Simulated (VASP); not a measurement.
# NiW7S16 (a cell with a defect): single point with PBEsol+U

The system is NiW7S16 (a cell with a defect).

```
Ni W S
1.0
     6.30640    0.00000    0.00000
    -3.15320    5.46150    0.00000
     0.00000    0.00000   12.32300
Ni W S
1 7 16
Direct
  0.16667 0.33333 0.25000
  0.16667 0.83333 0.25000
  0.66667 0.33333 0.25000
  0.66667 0.83333 0.25000
  0.33333 0.16667 0.75000
  0.33333 0.66667 0.75000
  0.83333 0.16667 0.75000
  0.83333 0.66667 0.75000
  0.16667 0.33333 0.62250
  0.16667 0.83333 0.62250
  0.66667 0.33333 0.62250
  0.66667 0.83333 0.62250
  0.33333 0.16667 0.12250
  0.33333 0.66667 0.12250
  0.83333 0.16667 0.12250
  0.83333 0.66667 0.12250
  0.16667 0.33333 0.87750
  0.16667 0.83333 0.87750
  0.66667 0.33333 0.87750
  0.66667 0.83333 0.87750
  0.33333 0.16667 0.37750
  0.33333 0.66667 0.37750
  0.83333 0.16667 0.37750
  0.83333 0.66667 0.37750
```

- Program: VASP 6.6.1
- Task: single point
- Functional: PBEsol
- Potentials or basis: VASP PAW PBE potentials, release 64 (Ni, W_sv, S)
- Cutoff: 350 eV
- k mesh: 3 × 3 × 2
- Occupations: gaussian, width 0.03 eV
- Spin: collinear spin, ferromagnetic start
- Starting moments: [4.0, 0.0, 0.0, 0.0, 0.0, 0.0, 0.0, 0.0, 0.0, 0.0, 0.0, 0.0, 0.0, 0.0, 0.0, 0.0, 0.0, 0.0, 0.0, 0.0, 0.0, 0.0, 0.0, 0.0] μB
- Hubbard terms: Ni d U = 5 eV
- Dq: 0
- Further INCAR settings: LREAL = Auto; ALGO = All; EDIFF = 1e-05; NBANDS = 124; ISYM = 0

| Quantity | Value |
| --- | --- |
| Pressure | -1.2 GPa |
| Largest force | 0.678 eV/Å |
| Band gap on the k mesh | none (metal or under the smearing width) |
| Net moment | 3.10 μB per cell |
| Site moments | Ni +1.29; W +0.17, +0.00, +0.01; S +0.00, +0.12, +0.01 μB |
| Valence electrons inside the program's atomic spheres | Ni 9.24; W 12.03, 12.07; S 3.69, 3.67 |

Forces on the atoms (eV/Å):
```
Ni   0.000  0.000 -0.001
W    0.244  0.141  0.000
W    0.000 -0.282  0.000
W   -0.243  0.141  0.000
W   -0.022  0.012  0.000
W    0.000 -0.025  0.000
W    0.022  0.012  0.000
W    0.000  0.000  0.000
S    0.000  0.000  0.146
S    0.013  0.008  0.119
S    0.000 -0.015  0.119
S   -0.013  0.008  0.119
S   -0.175  0.100  0.646
S    0.001 -0.200  0.647
S    0.175  0.099  0.647
S   -0.001  0.001  0.264
S    0.000  0.000 -0.146
S    0.013  0.008 -0.119
S    0.000 -0.015 -0.119
S   -0.013  0.008 -0.119
S   -0.175  0.100 -0.646
S    0.001 -0.201 -0.647
S    0.175  0.099 -0.647
S   -0.001  0.001 -0.264
```

Stress tensor (GPa, compression positive):
```
-0.43  0.00  0.00
 0.00 -0.43  0.00
 0.00  0.00 -2.72
```

Levels at points of the mesh, in eV from the Fermi level:
Spin up:
```
           k point  band 102  band 103  band 104  band 105  band 106  band 107
(0.00, 0.00, 0.00)     -0.40      0.14      0.14      0.75      2.28      2.43
(0.00, 0.00, 0.50)     -0.20      0.15      0.15      0.73      2.27      2.42
```
Spin down:
```csv
k point,band 98,band 99,band 100,band 101,band 102,band 103
"(0.00, 0.00, 0.00)",-1.29,-1.28,-0.34,-0.25,-0.25,1.02
"(0.00, 0.00, 0.50)",-1.40,-0.86,-0.25,-0.25,-0.18,1.03
```

Eigenvalues of the final occupation matrices:
| site | spin | trace | eigenvalues |
| --- | --- | --- | --- |
| site 1 d | 1 | 4.86 | 0.95 0.96 0.96 0.99 0.99 |
| site 1 d | 2 | 3.58 | 0.45 0.45 0.87 0.87 0.92 |

Run time: 7.1 min on 4 MPI ranks on Intel(R) Xeon(R) Platinum 8488C (Sapphire Rapids), on a shared host, peak memory 1.2 GiB a rank.

Caveat: the k mesh is coarse (spacing up to 0.38 Å⁻¹), so the values aren't converged; the PAW data sets were made with another functional, which shifts forces and pressure a little; the moment fell far below its start of 4 μB, so a state of higher moment may lie lower in energy. Spin-orbit coupling is left out, which matters for the levels of W.
